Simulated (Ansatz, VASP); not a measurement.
LiOs in VASP and in Ansatz

```
Li Os
1.0
     1.31644    0.76005    4.60224
    -1.31644    0.76005    4.60224
     0.00000   -1.52009    4.60224
Li Os
1 1
Direct
  0.00000 0.00000 0.00000
  0.50000 0.50000 0.50000
```

Alike in both runs: task relaxation of cell and atoms; functional PBE; k mesh 24 × 24 × 24; occupations gaussian, width 0.1 eV; no spin polarisation.

|  | VASP | Ansatz |
| --- | --- | --- |
| version | VASP 6.6.1 | Ansatz 0.2.0 |
| potentials or method | VASP PAW PBE potentials, release 64 (Li_sv, Os) | scalar-relativistic, plane waves, PAW |
| plane-wave cutoff (eV) | 600 | 420 |
| valence electrons in the cell | 11 | 19 |

Ansatz gave:

| Item | Value |
| --- | --- |
| gap on the k mesh at the Fermi level, each at its own relaxed structure (eV) | none |
| relaxed volume (Å³/atom) | 13.82 |
| relaxed cell length with the largest relative difference (Å) | 4.845 |

Task: Which values does VASP return?

Result: gap on the k mesh at the Fermi level, each at its own relaxed structure (eV): none; relaxed volume (Å³/atom): 13.78; relaxed cell length with the largest relative difference (Å): 4.839.

A gap of «none» marks a metal or a gap that the smearing closes. The two sets of potentials don't hold the same shells in valence.

Caveats: the cutoff is under 1.25 times the usual one of these potentials, so pressure, stress and relaxed cells hold a basis-set (Pulay) error (VASP). Spin-orbit coupling is left out, which matters for the levels of Os.
